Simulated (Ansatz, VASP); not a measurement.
## RbGeH3: VASP beside Ansatz

Aim: how closely do two programs agree when they are given the same cell, functional and k mesh? The cell is generated by rule, not measured, and may not be a known phase. The cell is taken from a series of runs on this material, whose earlier steps may have relaxed, scaled, displaced or heated it; both programs get it as it stands.

Main program and level: Ansatz 0.2.0; plane waves, with VASP 6.6.1 beside it; PBEsol.

The structure was built from a prototype and need not be the compound's stable phase.

### Step 1. Set-up

Symmetry: Amm2, No. 38, orthorhombic system. Conventional cell: a = 3.942 Å, b = 6.371 Å, c = 6.191 Å, α = 90.00°, β = 90.00°, γ = 90.00°. Nearest to Rb lie 12 H at 2.99 to 3.19 Å. Ge has 4 H at 1.62 to 1.98 Å nearest. Nearest to H lie 2 Ge at 1.62 to 2.82 Å and 3 H at 2.33 to 2.50 Å and 4 Rb at 2.99 to 3.12 Å. H has 2 Ge at 1.98 Å and 4 H at 2.50 Å and 4 Rb at 3.07 to 3.19 Å nearest. Farther neighbours are not listed.

### Step 2. Ansatz: relaxation of cell and atoms, PBEsol

Ansatz runs on its PAW soft_1 files.

The relaxed volume is the usual yardstick between codes: in a stiff, nearly cubic crystal its relative difference is about their pressure difference at one cell divided by the bulk modulus.

Contents of input.yaml:

```yaml
crystal:
  lattice:
    - [3.9421976573, 0.0, 0.0]
    - [0.0, 3.1853948032, 3.0952692947]
    - [0.0, -3.1853948032, 3.0952692947]
  atoms:
    - { symbol: Rb, position: [0.0, 0.9786688004, 0.9786688004] }
    - { symbol: Ge, position: [0.5, 0.5038660019, 0.5038660019] }
    - { symbol: H, position: [0.5, 0.5036826575, 0.1382712526] }
    - { symbol: H, position: [0.5, 0.1382712526, 0.5036826575] }
    - { symbol: H, position: [0.0, 0.4823414467, 0.4823414467] }
kpoints:
  mp_grid: { grid: [6, 6, 6] }
hamiltonian:
  xc: pbesol
  pseudopotentials: { kind: paw, azcp: { folder: soft_1 }, xc_functional: pbe }
scf:
  occupations: { method: fixed }
output:
  forces: true
  stress: true
  eigenvalues: true
relax:
  adjacent_minimum: "off"
  f_tol: 0.001
  max_steps: 60
  cell: { stress_tol: 0.01 }
```

Run with:

```
$ ansatz run input.yaml --threads 4 --pin off --max-ram 16384MiB --backend cpu --events-out ev --progress --plain --runs-dir out
```

Numbers of over 12 decimals in the logs are rounded to 6 here.

The program printed:

```text
Engine: ansatz 0.2.0, aarch64-unknown-linux-gnu
Pseudopotentials: kind: paw
Pseudopotential: Rb, paw, valence charge 9, recommended cutoff 420 eV (normal), soft_1/Rb.paw.azcp
Pseudopotential: Ge, paw, valence charge 14, recommended cutoff 420 eV (normal), soft_1/Ge.paw.azcp
Pseudopotential: H, paw, valence charge 1, recommended cutoff 420 eV (normal), soft_1/H.paw.azcp
Functional definition: PBEsol
  exchange = pbesol_x
  correlation = pbesol_c
Crystal: 5 atoms, lattice volume = 77.737 Å³
Basis set: ecut = 420 eV, 1513 PW (Γ), exchange–correlation on 54×60×60 points (8 copies of the dense FFT grid, shifted against one another)
Bands: 18, of which v1, the nominal top of the filled ones, is band 13 counted from 1 (12 counted from 0)
Symmetry: 4 space group operations
Space group: Amm2 (ITA 38), of the structure as read, at distance tolerance 4.3e-5 Å
k-points: 52 of 216 (time reversal used)
Non-local potential: Rb, projectors of the file, l = 0: 3, l = 1: 2, l = 2: 2
Non-local potential: Ge, projectors of the file, l = 0: 2, l = 1: 2, l = 2: 3, l = 3: 1
Non-local potential: H, projectors of the file, l = 0: 2, l = 1: 1
PAW form: soft (Blöchl's): semilocal exchange-correlation on the pseudo side does not see the compensation charge
PAW frozen core: Rb, regenerated for the run's functional, and the local potential with it (the file was generated under x = pbe(κ = 0.804, μ = 0.219515), c = pbe(β = 0.066725))
PAW frozen core: Ge, regenerated for the run's functional, and the local potential with it (the file was generated under x = pbe(κ = 0.804, μ = 0.219515), c = pbe(β = 0.066725))
PAW one-centre angular grid: Rb, 110 points (default); XC on 64 Gauss nodes
PAW one-centre angular grid: Ge, 590 points (default); XC on 64 Gauss nodes
PAW one-centre angular grid: H, 110 points (default); XC on 64 Gauss nodes
Initial density: superposition of atomic densities (chi_scale 0.1, normalization cell, long waves kept (reshape's long-wave potential 0.00 eV rms))
Initial wavefunctions: pseudopotential atomic-orbital guess
Functional: x = pbesol(κ = 0.804, μ = 0.123457), c = pbesol(β = 0.046)
SCF iter   1: F=—  HF=-7518.504444 eV  |F-HF|=—  |Δ(HF+E_count)|=         —  Δρ=5.44e-2  dr2=2.12e0  ethr=3.10e-3  ⟨swp⟩=4.3  Hψ=4521  notcnv=0  defer=143
preconditioner: auto → Resta (q_TF=auto, 2.273 Å⁻¹)  ε∞=2.4  [insulator: Δε(μ)=1.035 eV  Ē_g=17.231 eV  n_scr=18 (ndim 8)  ℏωp=20.6 eV  f_vac=0.000  ε∞_Penn≈2.4]
SCF iter   2: F=—  HF=-7517.822486 eV  |F-HF|=—  |Δ(HF+E_count)|=   6.82e-1  Δρ=2.11e-2  dr2=3.11e-1  ethr=3.10e-3  ⟨swp⟩=2.3  Hψ=2159  notcnv=0  defer=96
SCF iter   3: F=—  HF=-7517.733884 eV  |F-HF|=—  |Δ(HF+E_count)|=   8.86e-2  Δρ=5.98e-3  dr2=2.32e-2  ethr=1.20e-3  ⟨swp⟩=2.0  Hψ=1615  notcnv=0  defer=152
SCF iter   4: F=—  HF=-7517.729877 eV  |F-HF|=—  |Δ(HF+E_count)|=   4.01e-3  Δρ=2.29e-3  dr2=3.54e-3  ethr=8.93e-5  ⟨swp⟩=2.1  Hψ=1618  notcnv=0  defer=155
SCF iter   5: F=—  HF=-7517.732587 eV  |F-HF|=—  |Δ(HF+E_count)|=   2.71e-3  Δρ=3.72e-4  dr2=7.39e-5  ethr=1.36e-5  ⟨swp⟩=2.9  Hψ=1546  notcnv=0  defer=156
SCF iter   6: F=—  HF=-7517.732643 eV  |F-HF|=—  |Δ(HF+E_count)|=   5.57e-5  Δρ=7.57e-5  dr2=4.12e-6  ethr=2.84e-7  ⟨swp⟩=2.2  Hψ=1442  notcnv=0  defer=156
SCF iter   7: F=—  HF=-7517.732647 eV  |F-HF|=—  |Δ(HF+E_count)|=   3.73e-6  Δρ=1.64e-5  dr2=2.89e-7  ethr=1.58e-8  ⟨swp⟩=3.0  Hψ=1551  notcnv=0  defer=156
SCF iter   8: F=-7517.732647 eV  HF=-7517.732647 eV  |F-HF|=1.25e-9  |Δ(HF+E_count)|=   4.85e-7  Δρ=3.54e-6  dr2=6.68e-9  ethr=3.85e-10  ⟨swp⟩=11.8  Hψ=5767  notcnv=0
SCF 1 converged in 8 iterations: F = -7517.732647 eV  dr2 = 6.68e-9
  greatest PAW one-centre occupation: 0.998 electrons in one spin orbital (limit 2), on the Ge atom at site 1 (counted from 0), in its partial waves of l = 2
relax step   1: F+E_penalty+E_count = -7517.73264739 eV  Δ(F+E_penalty+E_count) = +0.000e0 eV  max|allowed force component| = 6.817e-2 eV/Å  Δτ_max = 0.0000 Å  P = +0.104 GPa  Ω = 77.737 Å³  (8 SCF iters, dr2 threshold 1.00e-7 eV, accepted)
[...]
relax step   4: F+E_penalty+E_count = -7517.73405293 eV  Δ(F+E_penalty+E_count) = -2.030e-6 eV  max|allowed force component| = 4.730e-3 eV/Å  Δτ_max = 0.0048 Å  P = -0.000 GPa  Ω = 78.153 Å³  energy of the carried Pulay correction = -1.558e-4 eV  (5 SCF iters, dr2 threshold 4.26e-9 eV, accepted)
[...]
relax step   5: F+E_penalty+E_count = -7517.73404584 eV  Δ(F+E_penalty+E_count) = +7.088e-6 eV  max|allowed force component| = 1.732e-3 eV/Å  Δτ_max = 0.0003 Å  P = -0.003 GPa  Ω = 78.177 Å³  energy of the carried Pulay correction = -1.649e-4 eV  (5 SCF iters, dr2 threshold 1.40e-9 eV, accepted)
[...]
relax step   6: F+E_penalty+E_count = -7517.73404696 eV  Δ(F+E_penalty+E_count) = -1.113e-6 eV  max|allowed force component| = 4.799e-4 eV/Å  Δτ_max = 0.0001 Å  P = +0.001 GPa  Ω = 78.174 Å³  energy of the carried Pulay correction = -1.639e-4 eV  (5 SCF iters, dr2 threshold 1.88e-10 eV, accepted)
[...]
relax step   7: F+E_penalty+E_count = -7517.73420396 eV  Δ(F+E_penalty+E_count) = -1.570e-4 eV  max|allowed force component| = 3.856e-4 eV/Å  Δτ_max = 0.0000 Å  P = +0.002 GPa  Ω = 78.174 Å³  stress off target by 5.90e-3 GPa  SCF on the basis re-selected at this cell (its energy is not comparable with the rows above)  (5 SCF iters)
basis re-selected at this cell: Δ(F+E_penalty+E_count) = -1.570e-4 eV, ΔP = +0.001 GPa vs the last step (what re-selecting the basis moved, of the pressure what is left beyond the Pulay correction that the steps carried, after the strain that the cell walked since its last selection, with what the two solves' SCF thresholds leave and, on support functions, any second-order correction that the steps lacked; it is no m [...]
SCF converged after 5 iterations
Free energy (F): -7517.734204 eV
Harris-Foulkes:  -7517.734204 eV  (|F-HF|=1.82e-12)
Internal energy: -7517.734204 eV  (E = F + TS)
E sigma→0 (E₀):  -7517.734204 eV
Fermi energy:    5.508249 eV
--- Per-component energies (eV) ---
  E_band       = -267.583851
  E_kinetic    = 312.330043
  E_local      = -3082.379546  (includes V_loc(G=0)·N_el)
  E_nonlocal   = 408.197826
  E_hartree    = 1326.558581
  E_xc         = -220.310601
  E_vxc        = -228.097622  (∫ρ·V_xc dr)
  E_paw        = -4545.057618  (= ΣΔE_a)
  E_vpaw       = -330.749073  (= ΣTr[D̂ρ^β])
  E_aug_tail   = -0.002656  (compensation charges beyond the density's cutoff)
  E_ewald      = -1718.111841
  E_core_change = 1.041609  (= ΣΔE_core)
  E_smearing   = -0.000000  (= −TS)
  E_closure    = -0.000000  (closes the sum)
  Σ components = -7517.734204   (vs F -7517.734204, Δ=0.00e0)
--- Forces (eV/Å), atoms counted from 1 ---
  atom   1  Rb    -0.00000000     0.00000000    -0.00002953
  atom   2  Ge    -0.00000000     0.00000000     0.00038560
  atom   3  H      0.00000000     0.00012176    -0.00018455
  atom   4  H     -0.00000000    -0.00012176    -0.00018455
  atom   5  H     -0.00000000     0.00000000     0.00001282
  max |Σ_I F_I| component: 2.04e-7 eV/Å
--- Stress (GPa, compression-positive) ---
        0.005901      -0.000000      -0.000000
       -0.000000       0.000016      -0.000000
       -0.000000      -0.000000       0.001354
  P = ⅓ Tr σ = 0.0024 GPa (0.024 kbar)
--- Band table (eV; the first three rows and the last of 52) ---
  k-point 0: bands = [... 9 lower, -5.0474, 1.8313, 3.0184, 5.1720, 6.2383, 6.4060, 7.3790, 10.4510, ... 1 higher]
  k-point 1: bands = [... 9 lower, -4.8134, 1.4453, 2.8064, 5.1316, 6.3853, 6.5489, 8.3424, 10.1310, ... 1 higher]
  k-point 2: bands = [... 9 lower, -4.3882, 0.6108, 2.6704, 5.2026, 6.3398, 7.1994, 9.2672, 10.2875, ... 1 higher]
  k-point 51: bands = [... 9 lower, -3.3387, 0.1253, 0.3565, 1.6885, 9.2590, 9.5087, 9.9517, 12.1306, ... 1 higher]
--- Relaxed structure (6 steps of the walk, 5 accepted, 1 SCFs on fresh bases) ---
  F+E_penalty+E_count = -7517.73420396 eV   max|allowed force component| = 3.856e-4 eV/Å   (the final SCF, on the basis selected at the relaxed cell)
  cell:  # Å, volume = 78.1741 Å³
    - [3.944279, 0.0, 0.0]
    - [0.0, 3.194838, 3.101820]
    - [0.0, -3.194838, 3.101820]
  atoms:
    - { symbol: Rb, position: [0, 0.979696, 0.979696] }
    - { symbol: Ge, position: [0.500000, 0.504767, 0.504767] }
    - { symbol: H, position: [0.500000, 0.505294, 0.140338] }
    - { symbol: H, position: [0.500000, 0.140338, 0.505294] }
    - { symbol: H, position: [0, 0.476735, 0.476735] }
```

[end of part 1 of 2]

[Lines on the potential files, build, host, timing and source positions are cut from VASP's logs without a mark.]

[Logs are printed without paths, hosts, clocks, repeated set-up lines and the standing remarks that a program may print on its own settings, such as how far it seeks lower states.]

[Hosts, paths, dates, database ids (printed as entryN), source tags and the programs' standing remarks are cut or masked in the printed files.]
